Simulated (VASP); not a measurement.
```xyz
5
Lattice="10.2893 -2.0941 0.0696 10.2893 2.0941 0.0696 9.8387 0.0000 3.6686" Properties=species:S:1:pos:R:3 pbc="T T T"
Bi    12.0702     0.0000     1.5110
Bi    18.3471     0.0000     2.2968
Se     9.8387     0.0000     3.6686
Se     6.6505     0.0000     0.8325
Se    23.7668     0.0000     2.9753
```

Method: PBE GGA, VASP's PBE PAW potentials (set 64) (plane waves; VASP). Run with 520 eV cut-off, 7×7×7 Γ-centred mesh, tetrahedra with Blöchl corrections, potentials Bi_d Se.

The cores are frozen, which limits the accuracy of field gradients. Without a dispersion term in the relaxation, distances and binding between the weakly bound layers, chains or molecules are unreliable, and so is what depends on them.

### Question
Give the principal components of the electric field gradient (V/Å²) and the asymmetry η at each nucleus.

### Answer

| atom | Vxx | Vyy | Vzz | η |
|---|---|---|---|---|
| Bi1 | -2.6 | -2.6 | 5.1 | 0.00 |
| Bi2 | -2.6 | -2.6 | 5.1 | 0.00 |
| Se3 | -35.4 | -35.4 | 70.9 | 0.00 |
| Se4 | 14.4 | 14.4 | -28.7 | 0.00 |
| Se5 | 14.4 | 14.4 | -28.7 | 0.00 |

The compound is Bi2Se3 in the tetradymite structure. It was relaxed first, which changed the volume by +10 %.
